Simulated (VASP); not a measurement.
# SrV (Fm-3m) in VASP: reference runs

Aim: a first look at SrV with PBE, on the cell as given.

All numbers are computed with VASP 6.6.1; they aren't measurements. Logs are shortened: lines on timing, memory, paths and dates and some standing lists are left out, and cuts for length are marked.

## Step 1: The crystal as given

It takes space group Fm-3m (No. 225, cubic). The conventional cell has a = 6.697 Å, b = 6.697 Å, c = 6.697 Å, α = 90.00°, β = 90.00°, γ = 90.00°. Sr (site symmetry m-3m) is surrounded by 6 V at 3.35 Å. V (site symmetry m-3m) has 6 Sr at 3.35 Å as nearest neighbours.

The cell was built by a generator and needn't be a form met in nature.

## Step 2: Single point, PBE, collinear spin, ferromagnetic start

Input file INCAR:

```
ALGO = Normal
EDIFF = 1E-7
ENCUT = 520
GGA = PE
ISIF = 2
ISMEAR = -1
ISPIN = 2
LASPH = True
LCHARG = True
LELF = True
LMAXMIX = 4
LORBIT = 11
LREAL = False
LVHAR = True
LWAVE = False
MAGMOM = 0 2
NBANDS = 22
NELM = 100
PREC = Accurate
SIGMA = 0.05
```

Input file KPOINTS:

```
k-points
0
Gamma
  7 7 7
```

Input file POSCAR:

```
SrV
1.0
    0.0000000000      3.3487300000      3.3487300000
    3.3487300000      0.0000000000      3.3487300000
    3.3487300000      3.3487300000      0.0000000000
Sr V
1 1
Direct
    0.0000000000      0.0000000000      0.0000000000
    0.5000000000      0.5000000000      0.5000000000
```

Potentials or basis: VASP PAW PBE potentials, release 64 (Sr_sv, V_sv).

Launch:

```sh
> cat potpaw_PBE.64/Sr_sv/POTCAR potpaw_PBE.64/V_sv/POTCAR > POTCAR
> mpirun -np 1 vasp_std > vasp.out
```

OUTCAR:

```text
EDIFF = 1E-7
   ENCUT = 520
   GGA = PE
   ISIF = 2
   ISMEAR = -1
   ISPIN = 2
   LASPH = True
   LORBIT = 11
   LREAL = False
   NELM = 100
   PREC = Accurate

 ion  position               nearest neighbor table
   1  0.000  0.000  0.000-   2 3.35   2 3.35   2 3.35   2 3.35   2 3.35   2 3.35
   2  0.500  0.500  0.500-   1 3.35   1 3.35   1 3.35   1 3.35   1 3.35   1 3.35

  LATTYP: Found a face centered cubic cell.
 ALAT       =     6.6974600000

  Lattice vectors:

 A1 = (   0.0000000000,   3.3487300000,   3.3487300000)
 A2 = (   3.3487300000,   0.0000000000,   3.3487300000)
 A3 = (   3.3487300000,   3.3487300000,   0.0000000000)

Analysis of symmetry for initial positions (statically):
=====================================================================
 Subroutine PRICEL returns:
 Original cell was already a primitive cell.

 Routine SETGRP: Setting up the symmetry group for a
 face centered cubic supercell.

 Subroutine GETGRP returns: Found 48 space group operations
 (whereof 48 operations were pure point group operations)
 out of a pool of 48 trial point group operations.

The static configuration has the point symmetry O_h .

Analysis of symmetry for dynamics (positions and initial velocities):
=====================================================================
 Subroutine PRICEL returns:
 Original cell was already a primitive cell.

 Routine SETGRP: Setting up the symmetry group for a
 face centered cubic supercell.

 Subroutine GETGRP returns: Found 48 space group operations
 (whereof 48 operations were pure point group operations)
 out of a pool of 48 trial point group operations.

The dynamic configuration has the point symmetry O_h .

Analysis of structural, dynamic, and magnetic symmetry:
=====================================================================
 Subroutine PRICEL returns:
 Original cell was already a primitive cell.

 Routine SETGRP: Setting up the symmetry group for a
 face centered cubic supercell.

 Subroutine GETGRP returns: Found 48 space group operations
 (whereof 48 operations were pure point group operations)
 out of a pool of 48 trial point group operations.

The overall configuration has the point symmetry O_h .

 Subroutine INISYM returns: Found 48 space group operations
 (whereof 48 operations are pure point group operations),
 and found     1 'primitive' translations

----------------------------------------------------------------------------------------

                                     Primitive cell

  volume of cell :      75.1053

  direct lattice vectors                    reciprocal lattice vectors
     0.000000000  3.348730000  3.348730000    -0.149310336  0.149310336  0.149310336
     3.348730000  0.000000000  3.348730000     0.149310336 -0.149310336  0.149310336
     3.348730000  3.348730000  0.000000000     0.149310336  0.149310336 -0.149310336

  length of vectors
     4.735819383  4.735819383  4.735819383     0.258613087  0.258613087  0.258613087

  position of ions in fractional coordinates (direct lattice)
     0.000000000  0.000000000  0.000000000
     0.500000000  0.500000000  0.500000000

  ion indices of the primitive-cell ions
   primitive index   ion index
                 1           1
                 2           2

----------------------------------------------------------------------------------------

 KPOINTS: k-points

Automatic generation of k-mesh.
 Grid dimensions read from file:
 generate k-points for:    7    7    7

 Generating k-lattice:

  Cartesian coordinates                     Fractional coordinates (reciprocal lattice)
    -0.021330048  0.021330048  0.021330048     0.142857143  0.000000000  0.000000000
     0.021330048 -0.021330048  0.021330048     0.000000000  0.142857143  0.000000000
     0.021330048  0.021330048 -0.021330048     0.000000000  0.000000000  0.142857143

  Length of vectors
     0.036944727  0.036944727  0.036944727

  Shift w.r.t. Gamma in fractional coordinates (k-lattice)
     0.000000000  0.000000000  0.000000000

 Subroutine IBZKPT returns following result:
 ===========================================

 Found     20 irreducible k-points:

 Following reciprocal coordinates:
            Coordinates               Weight
  0.000000  0.000000  0.000000      1.000000
  0.142857  0.000000  0.000000      8.000000
  0.285714  0.000000  0.000000      8.000000
  0.428571  0.000000  0.000000      8.000000
  0.142857  0.142857  0.000000      6.000000
  0.285714  0.142857  0.000000     24.000000
[... 12 lines left out ...]
 -0.428571  0.428571  0.142857     24.000000
 -0.285714  0.428571  0.142857     24.000000
   k-points           NKPTS =     20   k-points in BZ     NKDIM =     20   number of bands    NBANDS=     22
   number of dos      NEDOS =    301   number of ions     NIONS =      2
   total plane-waves  NPLWV =  46656
   dimension x,y,z NGX =    36 NGY =   36 NGZ =   36
   dimension x,y,z NGXF=    72 NGYF=   72 NGZF=   72
   ions per type =               1   1
   NGX,Y,Z   is equivalent  to a cutoff of  12.64, 12.64, 12.64 a.u.
   NGXF,Y,Z  is equivalent  to a cutoff of  25.27, 25.27, 25.27 a.u.
 SYSTEM =  unknown system
   PREC   = accura    normal or accurate (medium, high low for compatibility)
   ISTART =      0    job   : 0-new  1-cont  2-samecut
   ICHARG =      2    charge: 1-file 2-atom 10-const
   ISPIN  =      2    spin polarized calculation?
   LNONCOLLINEAR =      F non collinear calculations
   LSORBIT =      F    spin-orbit coupling
   LASPH  =      T    aspherical Exc in radial PAW
   ENCUT  =  520.0 eV  38.22 Ry    6.18 a.u.   8.81  8.81  8.81*2*pi/ulx,y,z
   NELM   =    100;   NELMIN=  2; NELMDL= -5     # of ELM steps
   EDIFF  = 0.1E-06   stopping-criterion for ELM
   LREAL  =      F    real-space projection
   EDIFFG = 0.1E-05   stopping-criterion for IOM
   NSW    =      0    number of steps for IOM
   IBRION =     -1    ionic relax: 0-MD 1-quasi-New 2-CG
   NFREE  =      0    steps in history (QN), initial steepest desc. (CG)
   ISIF   =      2    stress and relaxation
   ISYM   =      2    0-nonsym 1-usesym 2-fastsym
   POTIM  = 0.5000    time-step for ionic-motion
   TEBEG  =    0.0;   TEEND  =   0.0 temperature during run
   PSTRESS=    0.0 pullay stress
   NELECT =      23.0000    total number of electrons
   NUPDOWN=      -1.0000    fix difference up-down
   EMIN   =  10.00;   EMAX   =-10.00  energy-range for DOS
   EFERMI =   0.00;   METHOD = LEGACY
   ISMEAR =    -1;   SIGMA  =   0.05  broadening in eV -4-tet -1-fermi 0-gaus
   EFERMI_NEDOS =   21; number of points for ismear=-14 and -15
   IALGO  =     38    algorithm
   IMIX   =      4    mixing-type and parameters
     AMIX     =   0.40;   BMIX     =  1.00
     AMIX_MAG =   1.60;   BMIX_MAG =  1.00
  volume/ion in A,a.u.               =      37.55       253.42
  Fermi-wavevector in a.u.,A,eV,Ry     =   1.103470  2.085256 16.567089  1.217647
  Thomas-Fermi vector in A             =   2.239929
   LORBIT       =     11    0 simple, 1 ext, 2 COOP (PROOUT), +10 PAW based schemes
   GGA     = PE    functional components
   LHFCALC =     F    Hartree Fock is set to
   AEXX    =    0.0000 exact exchange contribution
   IVDW    =     0    specifies the selected vdW correction
   LEPSILON=     F    determine dielectric tensor
   LRPA    =     F    only Hartree local field effects (RPA)
 spin polarized calculation
  energy-cutoff  :      520.00
  volume of cell :       75.11
 maximum number of plane-waves:      2085
   NGX = 17   NGY = 17   NGZ = 17

 number of electron      23.0000001 magnetization       4.5510514

 Free energy of the ion-electron system (eV)
  ---------------------------------------------------
  ext. energy  EPLUGINS =         0.00000000
  ---------------------------------------------------
  free energy    TOTEN  =        -7.74166514 eV

  energy without entropy =       -7.70519542  energy(sigma->0) =       -7.72343028

 E-fermi :   2.3366     XC(G=0):  -8.2577

 val. band max:        2.3072312533   @ k =  -0.4286   0.2857   0.0000
 cond. band min:       2.3594652183   @ k =  -0.4286   0.4286   0.0000
 fundamental gap:      0.0522339649
 Fermi energy:         2.3365512702

 spin component 1

 k-point     1 :       0.0000    0.0000    0.0000
  band No.  band energies     occupation
      1     -62.1766      1.00000
      2     -36.0958      1.00000
      3     -36.0958      1.00000
      4     -36.0958      1.00000
      5     -33.3677      1.00000
      6     -15.3755      1.00000
[... 14 lines left out ...]
     21       7.5598      0.00000
     22       7.5598      0.00000
[... 451 lines left out ...]
 k-point    20 :      -0.2857    0.4286    0.1429
  band No.  band energies     occupation
      1     -62.1766      1.00000
      2     -36.0967      1.00000
      3     -36.0965      1.00000
      4     -36.0962      1.00000
      5     -33.3626      1.00000
      6     -15.4306      1.00000
[... 14 lines left out ...]
     21       7.8321      0.00000
     22       9.0700      0.00000
 Fermi energy:         2.3365512702

 spin component 2

 k-point     1 :       0.0000    0.0000    0.0000
  band No.  band energies     occupation
      1     -59.1848      1.00000
      2     -33.2687      1.00000
      3     -33.1241      1.00000
      4     -33.1241      1.00000
      5     -33.1241      1.00000
      6     -15.2586      1.00000
[... 14 lines left out ...]
     21       9.1204      0.00000
     22       9.1204      0.00000
[... 452 lines left out ...]
  band No.  band energies     occupation
      1     -59.1847      1.00000
      2     -33.2731      1.00000
      3     -33.1251      1.00000
      4     -33.1247      1.00000
      5     -33.1157      1.00000
      6     -15.3094      1.00000
[... 14 lines left out ...]
     21       8.8339      0.00000
     22       9.8600      0.00000

------------------------ aborting loop because EDIFF is reached ----------------------------------------

  FORCE on cell =-STRESS in cart. coord.  units (eV):
  Direction    XX          YY          ZZ          XY          YZ          ZX
  --------------------------------------------------------------------------------------
  -------------------------------------------------------------------------------------
  Total        0.0245079      0.0245079      0.0245079     -0.0000000     -0.0000000      0.0000000
  in kB        0.5228127      0.5228127      0.5228127     -0.0000000     -0.0000000      0.0000000
  external PRESSURE =       0.5228127 kB  Pullay stress =       0.0000000 kB

 VOLUME and BASIS-vectors are now :
 -----------------------------------------------------------------------------
  energy-cutoff  :      520.00
  volume of cell :       75.11
      direct lattice vectors                 reciprocal lattice vectors
     0.000000000  3.348730000  3.348730000    -0.149310336  0.149310336  0.149310336
     3.348730000  0.000000000  3.348730000     0.149310336 -0.149310336  0.149310336
     3.348730000  3.348730000  0.000000000     0.149310336  0.149310336 -0.149310336

 POSITION                                       TOTAL-FORCE (eV/Angst)
 -----------------------------------------------------------------------------------
      0.00000      0.00000      0.00000         0.000000      0.000000      0.000000
      3.34873      3.34873      3.34873        -0.000000     -0.000000     -0.000000
 -----------------------------------------------------------------------------------
    total drift:                                0.000000      0.000000      0.000000

  FREE ENERGIE OF THE ION-ELECTRON SYSTEM (eV)
  ---------------------------------------------------
  free  energy   TOTEN  =        -7.7416651380 eV

  energy  without entropy=       -7.7051954211  energy(sigma->0) =       -7.72343028

 total charge

# of ion       s       p       d       tot
------------------------------------------
    1        2.045   5.736   0.203   7.985
    2        2.288   6.000   3.123  11.411
--------------------------------------------------
tot          4.333  11.737   3.327  19.396

 magnetization (x)

# of ion       s       p       d       tot
------------------------------------------
    1        0.004   0.032   0.117   0.153
    2        0.075   0.025   3.051   3.152
--------------------------------------------------
tot          0.079   0.057   3.169   3.305
```

Run time: 1.7 min. Hardware: 1 thread of Intel Xeon Platinum 8259CL at 2.50GHz (Skylake/Cascade Lake), shared host; peak memory 0.27 GiB.

Results:

- Free energy: -7.7417 eV
- Pressure: 0.1 GPa
- Band gap on the k mesh: none (metal or under the smearing width)
- Net moment: 4.55 μB per cell
- Site moments: Sr +0.15; V +3.15 μB
- Valence electrons inside the program's atomic spheres: Sr 7.99; V 11.41

Levels at points of the mesh, in eV from the Fermi level:
Spin up:
| k point | band 11 | band 12 | band 13 | band 14 | band 15 | band 16 | band 17 | band 18 |
| --- | --- | --- | --- | --- | --- | --- | --- | --- |
| (0.00, 0.00, 0.00) | -0.89 | -0.72 | -0.72 | -0.72 | 3.60 | 3.60 | 3.60 | 4.74 |
Spin down:
```csv
k point,band 6,band 7,band 8,band 9,band 10,band 11,band 12,band 13
"(0.00, 0.00, 0.00)",-17.60,-17.60,-17.60,-3.40,1.12,1.12,1.12,1.38
```
